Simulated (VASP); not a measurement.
Runs of VASP 6.6.1 on F2CH2. The cell holds a molecule in a box, 5 atoms: a = 12.000 Å, b = 11.000 Å, c = 11.000 Å, α = 90.00°, β = 90.00°, γ = 90.00°. 

```csv
task,level,potentials or basis,cell,cutoff (eV),grid for exact exchange (PRECFOCK),screening parameter,exchange at q = 0,gap on the mesh (eV),largest force (eV/Å)
single point,LDA,"VASP PAW LDA potentials, release 64 (F, C, H)",as given,520,-,-,-,7.68,0.39
single point,HSE06,"VASP PAW PBE potentials, release 64 (F_h, C_h, H_h)",as given,900,Fast,0.2 1/A,-,9.12,(a)
electron localisation function,PBE,"VASP PAW PBE potentials, release 64 (F, C, H)",as given,520,-,-,-,7.56,1.18
atomic charges,PBE+TS,"VASP PAW PBE potentials, release 64 (F, C, H)",as given,520,-,-,-,7.56,1.18
single point,PBE,"VASP PAW PBE potentials, release 64 (F, C, H)",as given,520,-,-,-,7.56,1.18
single point,PBE0,"VASP PAW PBE potentials, release 64 (F_s, C_s, H_s)",as given,400,Fast,-,default,9.69,1.68
single point,RPBE+D3(BJ),"VASP PAW PBE potentials, release 64 (F_h, C_h, H_h)",as given,900,-,-,-,7.45,(b)
single point,BLYP+D3(BJ),"VASP PAW PBE potentials, release 64 (F, C, H)",as given,520,-,-,-,7.59,1.54
relaxation of the atoms,PBE,"VASP PAW PBE potentials, release 64 (F, C, H)","atoms relaxed from: atoms moved at random, drawn with an rms of 0.02 Å",520,-,-,-,7.66,-
single point,PBE,"VASP PAW PBE potentials, release 64 (F, C, H)","atoms moved at random, drawn with an rms of 0.05 Å",520,-,-,-,6.99,6.86
```

Alike in all rows: no spin polarisation; k mesh 1 × 1 × 1; smearing gaussian 0.01 eV.

Fill in the values left out.

(a) 0.11; (b) 1.14.

Caveats: the PAW data sets were made with another functional, which shifts forces and pressure a little (some runs).

